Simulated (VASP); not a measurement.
Input of a VASP 6.6.1 run:

Contents of INCAR:

```
PREC     = Accurate       # precision mode
ENCUT    = 520            # plane-wave cutoff, eV
EDIFF    = 1E-6           # SCF threshold, eV
ISMEAR   = 0              # smearing method
SIGMA    = 0.1            # smearing width, eV
LREAL    = F              # projectors in reciprocal space
LASPH    = T              # aspherical terms in the spheres
NELM     = 150            # most SCF steps
ALGO     = Normal         # electronic algorithm
ISIF     = 2              # what is computed and relaxed
LWAVE    = F              # write WAVECAR
LCHARG   = F              # write CHGCAR
METAGGA  = R2SCAN         # meta-GGA
LMIXTAU  = T            
NBANDS   = 24             # bands
KPAR     = 4
```

KPOINTS

```
Automatic mesh
0
Gamma
  10 10 4
```

File POSCAR:

```
Li3ZrN2                                 
1.0
    3.1807800983      0.0000000000      0.0000000000
    0.0000000000      3.1807800983      0.0000000000
    0.0000000000      0.0000000000      8.6480193801
  Li              Zr              N             
     3     1     2
Direct
     0.0000000000000000    0.0000000000000000    0.8853603962811836
     0.0000000000000000    0.0000000000000000    0.3745202335484570
     0.5000000000000000    0.5000000000000000    0.5931941120737403
     0.5000000000000000    0.5000000000000000    0.1572117558831874
     0.0000000000000000    0.0000000000000000    0.1110795410317899
     0.5000000000000000    0.5000000000000000    0.3788202711816383
```

Potentials or basis: VASP PAW PBE potentials, release 64 (Li_sv, Zr_sv, N).

Run with:

```sh
$ cat potpaw_PBE.64/Li_sv/POTCAR potpaw_PBE.64/Zr_sv/POTCAR potpaw_PBE.64/N/POTCAR > POTCAR
$ mpirun -np 4 vasp_std > vasp.out
```

Question: What does it give for the largest force?

Answer: 0.285 eV/Å.

Question: Predict the band gap on the k mesh.

Answer: None (metal or under the smearing width).

Forces on the atoms (eV/Å):
```
Li   0.000  0.000  0.142
Li   0.000  0.000 -0.049
Li   0.000  0.000 -0.099
Zr   0.000  0.000  0.285
N    0.000  0.000 -0.022
N    0.000  0.000 -0.256
```

Caveat: the PAW data sets were made with another functional, which shifts forces and pressure a little.
